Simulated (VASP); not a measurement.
Input:

```xyz
6
Lattice="4.2014 0.0000 0.0000 0.0000 4.2014 0.0000 0.0000 0.0000 2.6868" Properties=species:S:1:pos:R:3 pbc="T T T"
Si     0.0000     0.0000     0.0000
Si     2.1007     2.1007     1.3434
O      1.2858     1.2858     0.0000
O      3.3865     0.8149     1.3434
O      0.8149     3.3865     1.3434
O      2.9156     2.9156     0.0000
```

All values below come from PBE GGA with D3 dispersion (Becke-Johnson damping), VASP's PBE PAW potentials (set 64) (plane waves; VASP 6.6.1). Settings: 520 eV cut-off, 6×6×9 Γ-centred mesh, tetrahedra with Blöchl corrections, potentials Si O.

The cores are frozen, which limits the accuracy of field gradients.

Problem. Give the principal components of the electric field gradient (V/Å²) and the asymmetry η at each nucleus.

Solution. 
```tsv
atom	Vxx	Vyy	Vzz	η
Si1	-16.9	-3.1	20.0	0.69
Si2	-16.9	-3.1	20.0	0.69
O3	64.1	48.2	-112.3	0.14
O4	64.1	48.2	-112.3	0.14
O5	64.1	48.2	-112.3	0.14
O6	64.1	48.2	-112.3	0.14
```

The compound is SiO2 in the rutile structure, stishovite, a high-pressure form. It was relaxed first.
